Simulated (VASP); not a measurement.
```xyz
2
Lattice="1.2398 -2.1473 0.0000 1.2398 2.1473 0.0000 0.0000 0.0000 3.9994" Properties=species:S:1:pos:R:3 pbc="T T T"
Co     1.2398     0.7158     0.9998
Co     1.2398    -0.7158     2.9995
```
Starting moments (μB, in the order of the record's atoms Co Co): 1.6 1.6.

These are PBEsol GGA, VASP's PBE PAW potentials (set 64) (plane waves; VASP) values and carry that method's errors. Settings: 520 eV cut-off, 17×17×9 Γ-centred mesh, first-order Methfessel-Paxton smearing of 0.10 eV, potentials Co.

**Question.** Give the stress tensor in GPa (positive for a compressed cell).

**Answer.** 
```
-6.58   0.00   0.00
 0.00  -6.58   0.00
 0.00   0.00  -6.77
```
The pressure is its mean diagonal, -6.64 GPa.

The compound is Co in the hcp structure. This cell is one point of a volume scan, at 1.03 of the reference volume.
